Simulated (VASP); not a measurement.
Input:

```xyz
6
Lattice="3.0099 0.0000 0.0000 -1.5049 2.6066 0.0000 0.0000 0.0000 7.3450" Properties=species:S:1:pos:R:3 pbc="T T T"
Mg     0.0000     0.0000     0.0000
Zn     0.0000     1.7377     4.9102
Zn     1.5049     0.8689     2.4348
O      0.0000     1.7377     1.1831
O      1.5049     0.8689     6.1619
O      0.0000     0.0000     3.6725
```

Method: PBEsol GGA, VASP's PBE PAW potentials (set 64) (plane waves; VASP 6.6.1). Run with 520 eV cut-off, 9×9×4 Γ-centred mesh, tetrahedra with Blöchl corrections, potentials Mg Zn O.

Q: Predict the energy per atom (σ→0), band gap (on the k-mesh) with the smallest direct gap where there is one.

A: 
band gap (on the k-mesh): 1.84 eV
smallest direct gap (on the k-mesh): 1.84 eV
energy per atom (σ→0): -5.250 eV/atom

The absolute energy has meaning only against runs of the same code, potentials and settings.

The structure comes from a computed database's MgZn2O3 entry (P-3m1); how it stands against other phases isn't given here. It was relaxed first.
